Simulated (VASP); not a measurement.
The system is InAs.

```
In As
1.0
     0.00000    3.01800    3.01800
     3.01800    0.00000    3.01800
     3.01800    3.01800    0.00000
In As
1 1
Direct
  0.00000 0.00000 0.00000
  0.25000 0.25000 0.25000
```

```yaml
Program: VASP 6.6.1
Task: relaxation of cell and atoms
Functional: PBE
Potentials_or_basis: VASP PAW PBE potentials, release 64 (In_d, As)
Cutoff: 600 eV
k_mesh: 10 × 10 × 10
Occupations: gaussian, width 0.03 eV
Spin: no spin polarisation
```

At the start: pressure 4.4 GPa; volume 27.49 Å³/atom.

Task: How do energy, volume and symmetry change on relaxing?

Result: Over 3 steps the energy falls by 27.1 meV/atom and the volume is 29.62 Å³/atom (+7.8 %); space group F-43m (No. 216, to 0.05 Å).

The path:
```csv
step,energy change (eV),largest force (eV/Å),pressure (GPa),volume (Å³)
1,0.0000,0.0000,4.37,54.98
2,-0.0455,0.0000,-1.45,61.16
3,-0.0543,0.0000,0.03,59.24
```

Final structure:
```yaml
crystal:
  lattice:
    - [0.00000, 3.09413, 3.09413]
    - [3.09413, 0.00000, 3.09413]
    - [3.09413, 3.09413, 0.00000]
  atoms:
    - { symbol: In, position: [0.00000, 0.00000, 0.00000] }
    - { symbol: As, position: [0.25000, 0.25000, 0.25000] }
```
